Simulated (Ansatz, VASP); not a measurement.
# Al11In10Ga11As32 (random zinc-blende (Ga, In, Al)As solid solution): VASP beside Ansatz, part 2 of 3

Wanted: the spread between two codes on one cell, functional and k mesh. The structure shown is the start of the Ansatz relaxation below; VASP solves that cell, so the two are compared at the walk's first step.

VASP 6.6.1 and Ansatz 0.2.0.

So far. Step 3 (VASP: single point, revPBE, start cell, pair 1): The run ends at a pressure of 4.05 GPa, with forces up to 0.083 eV/Å.

**4. Differences**

Known differences besides the potentials themselves: the data sets hold 786 valence electrons in Ansatz (on its PAW soft_1 files) and 466 in VASP; the cutoff is 420 eV in Ansatz and 400 eV in VASP (PREC = Accurate, projectors in real space); Ansatz makes its cores anew for this functional, VASP keeps those of its PBE data sets. Total energies have different zeros and are not compared.

Forces on 9 of the 64 atoms, those with the largest forces and the largest differences (eV/Å; atoms numbered as in POSCAR):

| atom | Ansatz x, y, z | VASP x, y, z |
| --- | --- | --- |
| In1 | -0.031, -0.039, -0.049 | -0.032, -0.039, -0.046 |
| As14 | -0.032, -0.045, 0.002 | -0.033, -0.042, -0.016 |
| As20 | 0.002, 0.026, 0.062 | 0.003, 0.025, 0.062 |
| As23 | 0.022, -0.066, 0.004 | 0.021, -0.067, 0.002 |
| As25 | 0.036, -0.012, -0.022 | 0.031, -0.006, -0.009 |
| As30 | -0.064, 0.007, -0.031 | -0.052, -0.010, -0.035 |
| As33 | -0.043, 0.055, -0.003 | -0.038, 0.052, 0.002 |
| As37 | -0.064, -0.042, 0.021 | -0.059, -0.040, 0.023 |
| Al56 | -0.055, -0.035, -0.049 | -0.056, -0.035, -0.050 |

The forces differ by 3.8 meV/Å r.m.s., which is 13.6 % of the r.m.s. force of 0.028 eV/Å (both taken over all components).

**5. Other set-ups**

Further runs change the set-up of one program: Ansatz's method, potentials or start, or VASP's data sets, cutoff or form of LDA. The table gives that difference for each run.

| run | r.m.s. force difference (meV/Å) |
| --- | --- |
| as above | 3.8 |
| VASP with a cutoff of 500 eV (perhaps on Ansatz's relaxed cell) | 2.3 |

**6. Ansatz: relaxation, revPBE**

The two programs are compared at the cell with which this relaxation starts, whose forces are those of its first step. The cell compared in this pair holds 1607.04 Å³, against 1557.34 Å³ for the pair before.

The structure compared here is the start of the Ansatz relaxation; VASP solves that cell, so the two are compared at the walk's first step.

The input, input.yaml:

```yaml
crystal:
  lattice:
    - [11.71585, 0.00182, -0.00309]
    - [0.00182, 11.71583, -0.00221]
    - [-0.00309, -0.00221, 11.70793]
  atoms:
    - { symbol: In, position: [0.99992, 0.00506, 0.99597] }
    - { symbol: As, position: [0.13251, 0.1362, 0.11874] }
    - { symbol: In, position: [0.99802, 0.25349, 0.2539] }
    - { symbol: As, position: [0.13317, 0.38136, 0.38152] }
    - { symbol: In, position: [0.25172, 0.00253, 0.25432] }
    - { symbol: As, position: [0.38252, 0.13483, 0.38276] }
    - { symbol: Ga, position: [0.25374, 0.25498, 0.99432] }
    - { symbol: As, position: [0.3752, 0.37489, 0.1265] }
    - { symbol: Ga, position: [0.99747, 0.00217, 0.50424] }
    - { symbol: As, position: [0.12602, 0.12568, 0.62256] }
    - { symbol: Ga, position: [0.00073, 0.24852, 0.74429] }
    - { symbol: As, position: [0.13084, 0.36966, 0.86482] }
    - { symbol: Ga, position: [0.25156, 0.00224, 0.74562] }
    - { symbol: As, position: [0.36963, 0.13317, 0.86497] }
    - { symbol: Al, position: [0.25268, 0.25318, 0.50328] }
    - { symbol: As, position: [0.3783, 0.37524, 0.62439] }
    - { symbol: In, position: [0.00486, 0.49741, 0.00064] }
    - { symbol: As, position: [0.14038, 0.6253, 0.12713] }
    - { symbol: In, position: [0.99898, 0.74788, 0.25648] }
    - { symbol: As, position: [0.12512, 0.87566, 0.39165] }
    - { symbol: Al, position: [0.25399, 0.49836, 0.25239] }
    - { symbol: As, position: [0.36769, 0.61824, 0.38375] }
    - { symbol: Al, position: [0.25505, 0.74607, 0.99595] }
    - { symbol: As, position: [0.37065, 0.8688, 0.11851] }
    - { symbol: Al, position: [0.0023, 0.4981, 0.49948] }
    - { symbol: As, position: [0.13177, 0.61714, 0.61824] }
    - { symbol: In, position: [0.00461, 0.75318, 0.74347] }
    - { symbol: As, position: [0.13969, 0.87552, 0.87417] }
    - { symbol: Ga, position: [0.2544, 0.49778, 0.74692] }
    - { symbol: As, position: [0.37739, 0.62285, 0.87307] }
    - { symbol: Al, position: [0.2507, 0.74812, 0.5039] }
    - { symbol: As, position: [0.37388, 0.87675, 0.62212] }
    - { symbol: In, position: [0.4999, 0.00469, 0.99575] }
    - { symbol: As, position: [0.62784, 0.13185, 0.13365] }
    - { symbol: Al, position: [0.50104, 0.25448, 0.25273] }
    - { symbol: As, position: [0.62225, 0.3743, 0.37956] }
    - { symbol: Ga, position: [0.74766, 0.00494, 0.25704] }
    - { symbol: As, position: [0.86973, 0.12176, 0.38355] }
    - { symbol: Ga, position: [0.74394, 0.25097, 0.0004] }
    - { symbol: As, position: [0.86183, 0.37626, 0.12535] }
    - { symbol: Ga, position: [0.50152, 0.00438, 0.50367] }
    - { symbol: As, position: [0.62278, 0.13098, 0.62525] }
    - { symbol: Al, position: [0.49734, 0.25142, 0.74795] }
    - { symbol: As, position: [0.61382, 0.36851, 0.87967] }
    - { symbol: Ga, position: [0.74667, 0.00545, 0.7432] }
    - { symbol: As, position: [0.86642, 0.13369, 0.86668] }
    - { symbol: Al, position: [0.74806, 0.24935, 0.50023] }
    - { symbol: As, position: [0.8812, 0.36852, 0.61519] }
    - { symbol: Al, position: [0.49592, 0.49604, 0.00059] }
    - { symbol: As, position: [0.62203, 0.6103, 0.12562] }
    - { symbol: In, position: [0.49898, 0.74612, 0.25449] }
    - { symbol: As, position: [0.62777, 0.88194, 0.38182] }
    - { symbol: Ga, position: [0.74438, 0.49548, 0.25508] }
    - { symbol: As, position: [0.86635, 0.6167, 0.3846] }
    - { symbol: In, position: [0.74497, 0.75069, 0.99992] }
    - { symbol: As, position: [0.86803, 0.88363, 0.13289] }
    - { symbol: Al, position: [0.4974, 0.49936, 0.49996] }
    - { symbol: As, position: [0.61624, 0.63123, 0.61548] }
    - { symbol: Ga, position: [0.49563, 0.75065, 0.74418] }
    - { symbol: As, position: [0.6233, 0.87653, 0.85848] }
    - { symbol: In, position: [0.74519, 0.49608, 0.74508] }
    - { symbol: As, position: [0.87638, 0.62523, 0.87212] }
    - { symbol: Al, position: [0.74674, 0.75248, 0.49987] }
    - { symbol: As, position: [0.86761, 0.88145, 0.61876] }
kpoints:
  mp_grid: { grid: [1, 1, 1] }
hamiltonian:
  xc: revpbe
  pseudopotentials: { kind: paw, azcp: { folder: soft_1 } }
scf:
  occupations: { method: gaussian, width: 0.025 }
output:
  forces: true
  eigenvalues: true
  stress: true
relax:
  f_tol: 0.05
  max_steps: 70
```

Command:

```sh
> ansatz run input.yaml --threads 4 --pin off --max-ram 8192MiB --backend cpu --events-out ev --progress --plain --runs-dir out
```

Numbers of over 12 decimals in the logs are rounded to 6 here.

What it wrote:

```text
[...]
Crystal: 64 atoms, lattice volume = 1607.041 Å³
Basis set: ecut = 420 eV, 31439 PW (Γ), exchange–correlation on 160×160×160 points (8 copies of the dense FFT grid, shifted against one another)
Bands: 472, of which v1, the nominal top of the filled ones, is band 393 counted from 1 (392 counted from 0)
Symmetry: 1 space group operations
[...]
k-points: 1
[...]
- { symbol: Ga, position: [0.74438, 0.495480, 0.25508] }
[...]
- { symbol: In, position: [0.744970, 0.750690, 0.99992] }
[...]
- { symbol: Al, position: [0.4974, 0.499360, 0.499960] }
    - { symbol: As, position: [0.61624, 0.63123, 0.615480] }
    - { symbol: Ga, position: [0.495630, 0.75065, 0.74418] }
    - { symbol: As, position: [0.6233, 0.87653, 0.85848] }
    - { symbol: In, position: [0.745190, 0.496080, 0.74508] }
    - { symbol: As, position: [0.87638, 0.62523, 0.872120] }
    - { symbol: Al, position: [0.746740, 0.75248, 0.499870] }
    - { symbol: As, position: [0.86761, 0.881450, 0.61876] }
```

**7. VASP: single point, revPBE, start cell, pair 2**

The same cell, functional, mesh and smearing now go to VASP, with its own data sets.

The input, INCAR:

```
SYSTEM = Al11In10Ga11As32
PREC = Accurate
ENCUT = 400
EDIFF = 1E-06
NELM = 120
ISMEAR = 0
SIGMA = 0.025
LREAL = Auto
ALGO = Normal
GGA = RE
NBANDS = 280
LORBIT = 11
LWAVE = .FALSE.
LCHARG = .FALSE.
ISIF = 2
LASPH = .TRUE.
GGA_COMPAT = .FALSE.
EFERMI = MIDGAP
NCORE = 2
```

The input, POSCAR:

```
Al11In10Ga11As32
1.0
   11.7158500000      0.0018200000     -0.0030900000
    0.0018200000     11.7158300000     -0.0022100000
   -0.0030900000     -0.0022100000     11.7079300000
In As Ga Al
10 32 11 11
Direct
    0.9999162098      0.0050599264      0.9959660609
    0.9980174891      0.2534899130      0.2539000564
    0.2517172255      0.0025268313      0.2543219331
    0.0048563863      0.4974118419      0.0006418117
    0.9989826924      0.7478811719      0.2564791277
    0.0046114050      0.7531804979      0.7434686386
    0.4999012723      0.0046937165      0.9957486138
    0.4989760402      0.7461233471      0.2544933877
    0.7449671589      0.7506897912      0.9999172333
    0.7451870261      0.4960801222      0.7450761121
    0.1325058806      0.1362021519      0.1187409260
    0.1331687279      0.3813558920      0.3815238294
    0.3825191791      0.1348303710      0.3827559577
    0.3752018494      0.3748941991      0.1265029676
    0.1260168888      0.1256800844      0.6225581418
    0.1308398029      0.3696599488      0.8648173711
    0.3696300643      0.1331735662      0.8649724136
    0.3783034451      0.3752436990      0.6243886192
    0.1403786135      0.6253014482      0.1271288508
    0.1251225056      0.8756560846      0.3916509433
    0.3676865604      0.6182386476      0.3837486609
    0.3706504413      0.8687977988      0.1185064613
    0.1317691122      0.6171416351      0.6182366182
    0.1396917633      0.8755229194      0.8741738764
    0.3773916697      0.6228532363      0.8730700172
    0.3738803969      0.8767534536      0.6221161995
    0.6278394653      0.1318517504      0.1336471448
    0.6222503374      0.3742975384      0.3795589785
    0.8697331866      0.1217638637      0.3835482937
    0.8618326915      0.3762608786      0.1253504761
    0.6227797083      0.1309807627      0.6252526157
    0.6138220861      0.3685122534      0.8796696873
    0.8664189734      0.1336941974      0.8666837519
    0.8812019814      0.3685232535      0.6151930658
    0.6220272050      0.6102978222      0.1256217642
    0.6277713250      0.8819435987      0.3818171879
    0.8663533597      0.6167017785      0.3845974432
    0.8680294150      0.8836261594      0.1328872845
    0.6162380879      0.6312261835      0.6154802075
    0.6232972794      0.8765288372      0.8584833628
    0.8763817322      0.6252337534      0.8721174269
    0.8676116323      0.8814474444      0.6187625753
    0.2537424416      0.2549828428      0.9943215903
    0.9974738624      0.0021679185      0.5042383227
    0.0007295701      0.2485221743      0.7442862648
    0.2515566421      0.0022439716      0.7456213241
    0.2543991282      0.4977784490      0.7469199238
    0.7476610969      0.0049426560      0.2570412700
    0.7439361599      0.2509721389      0.0003974581
    0.5015213047      0.0043787207      0.5036722442
    0.7466710960      0.0054527531      0.7431987776
    0.7443835851      0.4954842257      0.2550831074
    0.4956305634      0.7506461418      0.7441785547
    0.2526828471      0.2531832880      0.5032777207
    0.2539869388      0.4983595298      0.2523918570
    0.2550493258      0.7460706467      0.9959520529
    0.0022991804      0.4981038195      0.4994826510
    0.2507027208      0.7481209048      0.5039001786
    0.5010407075      0.2544801890      0.2527270506
    0.4973393822      0.2514160602      0.7479539430
    0.7480628290      0.2493501557      0.5002304061
    0.4959178411      0.4960381584      0.0005917895
    0.4973976327      0.4993585308      0.4999637460
    0.7467384005      0.7524815275      0.4998723434
```

The input, KPOINTS:

```
Automatic mesh
0
Gamma
1 1 1
0 0 0
```

The projector-augmented-wave data sets are In_d, As, Ga_d and Al (PBE family, release 64).

Command:

```sh
> mpirun -np 8 vasp_gam
```

What it wrote:

```text
[banner, memory and clock lines left out]
running    8 mpi-ranks, on    1 nodes
[...]
[... a notice as in an earlier step ...]

 LDA part: xc-table for (Slater+PW92), standard interpolation
 POSCAR, INCAR and KPOINTS ok, starting setup
[...]
entering main loop
       N       E                     dE             d eps       ncg     rms          rms(c)
DAV:   1     0.655076501541E+04    0.65508E+04   -0.16145E+05   560   0.182E+03
DAV:   2     0.143385747050E+04   -0.51169E+04   -0.49675E+04   584   0.540E+02
DAV:   3    -0.647277278823E+01   -0.14403E+04   -0.13253E+04   688   0.232E+02
DAV:   4    -0.235499090217E+03   -0.22903E+03   -0.21524E+03   704   0.861E+01
[...]
DAV:  17    -0.247960899736E+03   -0.18774E-05   -0.10797E-05   568   0.274E-02    0.749E-03
DAV:  18    -0.247960901971E+03   -0.22349E-05   -0.77268E-06   648   0.880E-03    0.718E-03
DAV:  19    -0.247960902112E+03   -0.14091E-06   -0.17735E-06   416   0.120E-02
   1 F= -.24796090E+03 E0= -.24796090E+03  d E =-.322991E-42
```

From OUTCAR (step 7):

```text
  Total       18.5072373     18.3895762     18.6021201     -0.0804872      0.0047858      0.1202916
  in kB       18.4512269     18.3339220     18.5458226     -0.0802436      0.0047713      0.1199275
  external PRESSURE =      18.4436572 kB  Pullay stress =       0.0000000 kB

 POSITION                                       TOTAL-FORCE (eV/Angst)
 -----------------------------------------------------------------------------------
     11.71180      0.05890     11.65760        -0.017042     -0.022384     -0.030033
     11.69230      2.97110      2.96900         0.015628      0.000688      0.019937
      2.94830      0.02950      2.97680         0.005930      0.012808      0.004464
      0.05780      5.82760      0.00640         0.008482     -0.020699      0.008042
     11.70450      8.76330      2.99810         0.007310     -0.023225     -0.018920
      0.05310      8.82250      8.70280         0.001594      0.012759     -0.006359
      5.85370      0.05370     11.65660         0.004091      0.013333      0.010974
      5.84650      8.74180      2.97640         0.017359      0.026635      0.016679
      8.72620      8.79410     11.70300        -0.019660      0.021877      0.013356
      8.72910      5.81170      8.71990        -0.015811     -0.007798     -0.021919
      1.55230      1.59570      1.38950         0.021417      0.001729     -0.014021
      1.55970      4.46730      4.46560         0.006722     -0.000075     -0.000783
      4.48060      1.57950      4.47980         0.012347      0.003902      0.021383
      4.39610      4.39260      1.47910        -0.012149     -0.021863      0.008519
[...]
-----------------------------------------------------------------------------------
    total drift:                               -0.032745      0.025713      0.021008

  FREE ENERGIE OF THE ION-ELECTRON SYSTEM (eV)
  ---------------------------------------------------
  free  energy   TOTEN  =      -247.9609021117 eV

  energy  without entropy=     -247.9609021117  energy(sigma->0) =     -247.96090211

[... 1 part as in an earlier step ...]

[... 1 further part left out ...]
```

The run ends at a pressure of 1.84 GPa, with forces up to 0.049 eV/Å.

**8. Side by side**

What differs besides the data sets and the points named for the pairs above, as far as they apply: the data sets hold 786 valence electrons in Ansatz (on its PAW soft_1 files) and 466 in VASP. Total energies have different zeros and are not compared.

At this near-relaxed geometry the largest component of a force difference is 14 meV/Å.

**9. What the set-up changes**

Further runs change the set-up of one program: Ansatz's method, potentials or start, or VASP's data sets, cutoff or form of LDA. The table gives that difference for each run.

| run | r.m.s. force difference (meV/Å) |
| --- | --- |
| as above | 3.8 |
| VASP with a cutoff of 500 eV (perhaps on Ansatz's relaxed cell) | 2.3 |

**10. Ansatz: relaxation, revPBE**

The two programs are compared at the cell with which this relaxation starts, whose forces are those of its first step. The cell compared in this pair holds 1640.18 Å³, against 1607.04 Å³ for the pair before.

The structure compared here is the start of the Ansatz relaxation; VASP solves that cell, so the two are compared at the walk's first step.

Edit input.yaml of step 6 so:

```diff
@@ -2,5 +2,5 @@
   lattice:
-    - [11.71585, 0.00182, -0.00309]
-    - [0.00182, 11.71583, -0.00221]
-    - [-0.00309, -0.00221, 11.70793]
+    - [11.71706, 0.00184, -0.00312]
+    - [0.00182, 11.83539, -0.00223]
+    - [-0.00309, -0.00223, 11.82741]
   atoms:
```

Command:

```sh
> ansatz run input.yaml --threads 4 --pin off --max-ram 8192MiB --backend cpu --events-out ev --progress --plain --runs-dir out
```

What it wrote:

```text
[...]
Crystal: 64 atoms, lattice volume = 1640.177 Å³
Basis set: ecut = 420 eV, 32047 PW (Γ), exchange–correlation on 160×160×160 points (8 copies of the dense FFT grid, shifted against one another)
Bands: 472, of which v1, the nominal top of the filled ones, is band 393 counted from 1 (392 counted from 0)
Symmetry: 1 space group operations
[...]
k-points: 1
[...]
- { symbol: Ga, position: [0.744380, 0.495480, 0.25508] }
[...]
- { symbol: In, position: [0.74497, 0.750690, 0.99992] }
[...]
- { symbol: Al, position: [0.497400, 0.499360, 0.499960] }
    - { symbol: As, position: [0.616240, 0.631230, 0.615480] }
    - { symbol: Ga, position: [0.495630, 0.750650, 0.744180] }
    - { symbol: As, position: [0.623300, 0.876530, 0.858480] }
    - { symbol: In, position: [0.74519, 0.496080, 0.74508] }
    - { symbol: As, position: [0.876380, 0.625230, 0.872120] }
    - { symbol: Al, position: [0.746740, 0.75248, 0.49987] }
    - { symbol: As, position: [0.86761, 0.881450, 0.618760] }
```

(Continued in part 3 of 3.)

[Lines on the potential files, build, host, timing and source positions are cut from VASP's logs without a mark.]

[Logs are printed without paths, hosts, clocks, repeated set-up lines and the standing remarks that a program may print on its own settings, such as how far it seeks lower states.]

[Hosts, paths, dates, database ids (printed as entryN), source tags and the programs' standing remarks are cut or masked in the printed files.]

[Rows of further runs with another cutoff or data set may stand on the cell that Ansatz relaxed, not on the start cell of the pair above them.]
